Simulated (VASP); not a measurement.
Calculation: MS2 meta-GGA, VASP's PBE PAW potentials (set 64) (plane waves; VASP).

A VASP calculation is set up with these files.

File POSCAR:
```
CuAu
1.0
  2.7783487766   0.0000000000   0.0000000000
  0.0000000000   2.7783487766   0.0000000000
  0.0000000000   0.0000000000   3.6390704690
Cu Au
1 1
direct
  0.0000000000   0.0000000000   0.0000000000
  0.5000000000   0.5000000000   0.5000000000
```

KPOINTS:
```
Automatic mesh
0
G
  13 13 10
0 0 0
```

### INCAR
```
! general
SYSTEM  = CuAu
PREC    = Accurate
ENCUT   = 520
LREAL   = .FALSE.
LASPH   = .TRUE.

! electronic loop
EDIFF   = 1E-7
NELM    = 100
ALGO    = Normal
LMAXMIX = 6
LMIXTAU = .TRUE.

! smearing
ISMEAR  = 1
SIGMA   = 0.1

! functional
METAGGA = MS2

! ions
IBRION  = 2
NSW     = 30
ISIF    = 4
EDIFFG  = -0.01

! output
LWAVE   = .FALSE.
LCHARG  = .FALSE.
```

POTCAR, in this order: Cu Au (PBE.64 set). Program: vasp_std.

What VASP printed:

OUTCAR:
```
 ion  position               nearest neighbor table
   1  0.000  0.000  0.000-   2 2.68   2 2.68   2 2.68   2 2.68   2 2.68   2 2.68   2 2.68   2 2.68
  LATTYP: Found a simple tetragonal cell.
 ALAT       =     2.7783487766
 C/A-ratio  =     1.3097961277
 Subroutine PRICEL returns:
 Original cell was already a primitive cell.
 Subroutine GETGRP returns: Found 16 space group operations
The static configuration has the point symmetry D_4h.
The dynamic configuration has the point symmetry D_4h.
 Subroutine INISYM returns: Found 16 space group operations
 Subroutine IBZKPT returns following result:
 Found    168 irreducible k-points:

 Following reciprocal coordinates:
            Coordinates               Weight
  0.000000  0.000000  0.000000      1.000000
  0.076923  0.000000  0.000000      4.000000
  0.153846  0.000000  0.000000      4.000000
  0.230769  0.000000  0.000000      4.000000
  0.307692  0.000000  0.000000      4.000000
  0.384615  0.000000  0.000000      4.000000
  0.461538  0.000000  0.000000      4.000000
  0.076923  0.076923  0.000000      4.000000
  0.153846  0.076923  0.000000      8.000000
  0.230769  0.076923  0.000000      8.000000
  0.307692  0.076923  0.000000      8.000000
  0.384615  0.076923  0.000000      8.000000
  0.461538  0.076923  0.000000      8.000000
  0.153846  0.153846  0.000000      4.000000
  0.230769  0.153846  0.000000      8.000000
  0.307692  0.153846  0.000000      8.000000
  0.384615  0.153846  0.000000      8.000000
  0.461538  0.153846  0.000000      8.000000
  0.230769  0.230769  0.000000      4.000000
  0.307692  0.230769  0.000000      8.000000
  0.384615  0.230769  0.000000      8.000000
  0.461538  0.230769  0.000000      8.000000
  0.307692  0.307692  0.000000      4.000000
  0.384615  0.307692  0.000000      8.000000
...
```

File OSZICAR:
```
       N       E                     dE             d eps       ncg     rms          rms(c)
DAV:   1     0.119513364813E+03    0.11951E+03   -0.10757E+04  5333   0.197E+03
DAV:   2    -0.106531390066E+02   -0.13017E+03   -0.12461E+03  5194   0.318E+02
DAV:   3    -0.149204470376E+02   -0.42673E+01   -0.41668E+01  6467   0.660E+01
DAV:   4    -0.149581860639E+02   -0.37739E-01   -0.37727E-01  5697   0.533E+00
DAV:   5    -0.149589232701E+02   -0.73721E-03   -0.73719E-03  7491   0.802E-01    0.230E+01
DAV:   6     0.491048879256E+01    0.19869E+02   -0.92681E+01  5687   0.257E+02    0.130E+01
DAV:   7     0.959659694245E+01    0.46861E+01   -0.17802E+01  6510   0.153E+02    0.533E+00
DAV:   8     0.969388513382E+01    0.97288E-01   -0.99958E-01  6760   0.180E+01    0.266E+00
DAV:   9     0.971275653768E+01    0.18871E-01   -0.51987E-02  6954   0.557E+00    0.106E+00
DAV:  10     0.970587183328E+01   -0.68847E-02   -0.12332E-01  7582   0.921E+00    0.946E-01
DAV:  11     0.970193125769E+01   -0.39406E-02   -0.77792E-03  7788   0.197E+00    0.121E+00
DAV:  12     0.971038028168E+01    0.84490E-02   -0.11165E-01  7597   0.101E+01    0.212E-01
DAV:  13     0.970979580522E+01   -0.58448E-03   -0.49950E-03  7587   0.169E+00    0.605E-02
DAV:  14     0.970983540265E+01    0.39597E-04   -0.35859E-04  7708   0.436E-01    0.191E-02
DAV:  15     0.970982790883E+01   -0.74938E-05   -0.41618E-05  7482   0.103E-01    0.313E-02
DAV:  16     0.970983115439E+01    0.32456E-05   -0.24893E-05  7469   0.968E-02    0.111E-02
DAV:  17     0.970983488968E+01    0.37353E-05   -0.79124E-07  5544   0.109E-02    0.123E-02
DAV:  18     0.970983122208E+01   -0.36676E-05   -0.38178E-06  7794   0.530E-02    0.284E-03
DAV:  19     0.970982854718E+01   -0.26749E-05   -0.50993E-07  5492   0.191E-02    0.957E-04
DAV:  20     0.970982877265E+01    0.22548E-06   -0.49724E-08  2767   0.319E-03    0.441E-04
DAV:  21     0.970982824721E+01   -0.52545E-06   -0.94838E-09  2716   0.210E-03    0.247E-04
DAV:  22     0.970982830794E+01    0.60736E-07   -0.10040E-08  2695   0.130E-03
   1 F= 0.97098283E+01 E0= 0.97098495E+01  d E =0.970983E+01
       N       E                     dE             d eps       ncg     rms          rms(c)
DAV:   1     0.970660036905E+01   -0.32279E-02   -0.12381E-01  5537   0.335E+00    0.321E-01
DAV:   2     0.970850147735E+01    0.19011E-02   -0.25074E-03  7517   0.137E+00    0.190E-01
DAV:   3     0.970866332400E+01    0.16185E-03   -0.28872E-03  6560   0.172E+00    0.148E-01
DAV:   4     0.970907648339E+01    0.41316E-03   -0.12786E-03  6811   0.124E+00    0.170E-02
DAV:   5     0.970909747369E+01    0.20990E-04   -0.84165E-05  5803   0.121E-01    0.112E-02
DAV:   6     0.970909427436E+01   -0.31993E-05   -0.17309E-05  5865   0.596E-02    0.525E-03
DAV:   7     0.970909870126E+01    0.44269E-05   -0.12282E-06  6671   0.171E-02    0.126E-03
DAV:   8     0.970909848596E+01   -0.21530E-06   -0.19965E-07  3979   0.132E-02    0.704E-04
DAV:   9     0.970909830555E+01   -0.18041E-06   -0.54814E-08  2730   0.549E-03    0.328E-04
DAV:  10     0.970909874485E+01    0.43930E-06   -0.12912E-08  2674   0.208E-03    0.103E-04
DAV:  11     0.970909871750E+01   -0.27349E-07   -0.38453E-09  2597   0.808E-04
   2 F= 0.97090987E+01 E0= 0.97090761E+01  d E =-.729590E-03
       N       E                     dE             d eps       ncg     rms          rms(c)
DAV:   1     0.970826868712E+01   -0.83006E-03   -0.30961E-02  5551   0.168E+00    0.161E-01
DAV:   2     0.970874587272E+01    0.47719E-03   -0.64171E-04  7486   0.702E-01    0.954E-02
DAV:   3     0.970874565532E+01   -0.21741E-06   -0.72865E-04  6495   0.866E-01    0.741E-02
DAV:   4     0.970887067599E+01    0.12502E-03   -0.32108E-04  6881   0.621E-01    0.852E-03
DAV:   5     0.970888145232E+01    0.10776E-04   -0.21222E-05  5780   0.606E-02    0.560E-03
DAV:   6     0.970888210253E+01    0.65022E-06   -0.43338E-06  5784   0.299E-02    0.266E-03
DAV:   7     0.970888450063E+01    0.23981E-05   -0.30326E-07  5634   0.864E-03    0.629E-04
DAV:   8     0.970888439618E+01   -0.10445E-06   -0.53838E-08  2709   0.715E-03    0.336E-04
DAV:   9     0.970888422193E+01   -0.17425E-06   -0.16302E-08  2667   0.288E-03    0.175E-04
DAV:  10     0.970888447304E+01    0.25111E-06   -0.41934E-09  2618   0.107E-03    0.665E-05
DAV:  11     0.970888444992E+01   -0.23124E-07   -0.13603E-09  2597   0.439E-04
   3 F= 0.97088844E+01 E0= 0.97088574E+01  d E =-.943858E-03
       N       E                     dE             d eps       ncg     rms          rms(c)
DAV:   1     0.970623402310E+01   -0.26504E-02   -0.12361E-01  5579   0.335E+00    0.321E-01
DAV:   2     0.970814314131E+01    0.19091E-02   -0.25962E-03  7500   0.141E+00    0.190E-01
DAV:   3     0.970831066628E+01    0.16752E-03   -0.28680E-03  6466   0.173E+00    0.147E-01
DAV:   4     0.970872714935E+01    0.41648E-03   -0.12728E-03  6878   0.123E+00    0.171E-02
DAV:   5     0.970874972735E+01    0.22578E-04   -0.83406E-05  5891   0.123E-01    0.111E-02
DAV:   6     0.970874579083E+01   -0.39365E-05   -0.17379E-05  5708   0.598E-02    0.532E-03
DAV:   7     0.970875059691E+01    0.48061E-05   -0.12327E-06  6702   0.171E-02    0.125E-03
DAV:   8     0.970875029241E+01   -0.30451E-06   -0.19811E-07  3923   0.132E-02    0.717E-04
DAV:   9     0.970875011295E+01   -0.17946E-06   -0.55874E-08  2702   0.557E-03    0.331E-04
DAV:  10     0.970875055678E+01    0.44383E-06   -0.13090E-08  2646   0.209E-03    0.107E-04
DAV:  11     0.970875054433E+01   -0.12448E-07   -0.39938E-09  2597   0.811E-04
   4 F= 0.97087505E+01 E0= 0.97087514E+01  d E =-.107776E-02
```

### OUTCAR
```
------------------------ aborting loop because EDIFF is reached ----------------------------------------
  FORCE on cell =-STRESS in cart. coord.  units (eV):
  Direction    XX          YY          ZZ          XY          YZ          ZX
  --------------------------------------------------------------------------------------
  Total        0.0549911      0.0549911      0.0303530      0.0000000     -0.0000000      0.0000000
  in kB        3.1364565      3.1364565      1.7312019      0.0000000     -0.0000000      0.0000000
  external PRESSURE =       2.6680383 kB  Pullay stress =       0.0000000 kB
  volume of cell :       28.09
      direct lattice vectors                 reciprocal lattice vectors
     2.765506305  0.000000000  0.000000000     0.361597440  0.000000000 -0.000000000
     0.000000000  2.765506305  0.000000000     0.000000000  0.361597440  0.000000000
     0.000000000  0.000000000  3.672947213    -0.000000000 -0.000000000  0.272260923
 POSITION                                       TOTAL-FORCE (eV/Angst)
 -----------------------------------------------------------------------------------
      0.00000      0.00000      0.00000         0.000000      0.000000      0.000000
      1.38275      1.38275      1.83647        -0.000000      0.000000      0.000000
 -----------------------------------------------------------------------------------
    total drift:                                0.000000      0.000000     -0.000000
  FREE ENERGIE OF THE ION-ELECTRON SYSTEM (eV)
  ---------------------------------------------------
  free  energy   TOTEN  =         9.7087505443 eV

  energy  without entropy=        9.7087530121  energy(sigma->0) =        9.70875137

 reached required accuracy - stopping structural energy minimisation
```
(Selected blocks of OUTCAR.)

### CONTCAR
```
CuAu
   1.00000000000000
     2.7655063045451436    0.0000000000000000    0.0000000000000000
     0.0000000000000000    2.7655063045451436    0.0000000000000000
     0.0000000000000000    0.0000000000000000    3.6729472126928133
  Cu              Au
     1     1
Direct
     0.0000000000000000    0.0000000000000000    0.0000000000000000
     0.5000000000000000    0.5000000000000000    0.5000000000000000
```

The compound is CuAu in the L1_0 structure. This run relaxes it. Symmetry was kept, so distortions that lower it aren't found.
